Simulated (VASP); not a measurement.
Data:

```
Sc
1.0
    3.22198     0.00000     0.00000
   -1.61099     2.79031     0.00000
    0.00000     0.00000    10.36672
Sc
4
Direct
  0.00000   0.00000   0.00000
  0.00000   0.00000   0.50000
  0.33333   0.66667   0.25000
  0.66667   0.33333   0.75000
```

Level of theory: PBE GGA, VASP's PBE PAW potentials (set 64) (plane waves; VASP 6.6.1). Numerical set-up: 300 eV cut-off, 8×8×3 Γ-centred mesh, Fermi-Dirac smearing of 0.10 eV, potentials Sc_sv.

Q: Give the energies of bands 17 to 25 at the high-symmetry points, in eV from the Fermi level.

A: 
```json
[
 {"band": "17", "Γ": "-5.27", "M": "-1.79", "K": "-0.66", "A": "-4.85", "L": "-1.61", "H": "-0.55"},
 {"band": "18", "Γ": "-3.73", "M": "-1.66", "K": "-0.63", "A": "-4.85", "L": "-1.61", "H": "-0.55"},
 {"band": "19", "Γ": "-3.72", "M": "-1.28", "K": "-0.63", "A": "-2.38", "L": "-1.41", "H": "-0.54"},
 {"band": "20", "Γ": "-1.79", "M": "-1.20", "K": "-0.51", "A": "-2.38", "L": "-1.41", "H": "-0.54"},
 {"band": "21", "Γ": "0.46", "M": "-0.53", "K": "-0.51", "A": "0.45", "L": "-0.51", "H": "-0.48"},
 {"band": "22", "Γ": "0.82", "M": "-0.37", "K": "-0.32", "A": "0.45", "L": "-0.51", "H": "-0.48"},
 {"band": "23", "Γ": "0.87", "M": "-0.36", "K": "-0.32", "A": "1.46", "L": "0.05", "H": "-0.40"},
 {"band": "24", "Γ": "1.54", "M": "0.26", "K": "-0.16", "A": "1.47", "L": "0.05", "H": "-0.40"},
 {"band": "25", "Γ": "1.56", "M": "0.86", "K": "0.30", "A": "1.65", "L": "1.27", "H": "0.63"}
]
```

It has no gap at this level: it comes out as a metal or semimetal.

The structure was generated: Sc was put into an ordered model structure, which need not be its known phase. The cell was not relaxed at this level. VASP warned that the highest band is occupied, so more bands are needed.
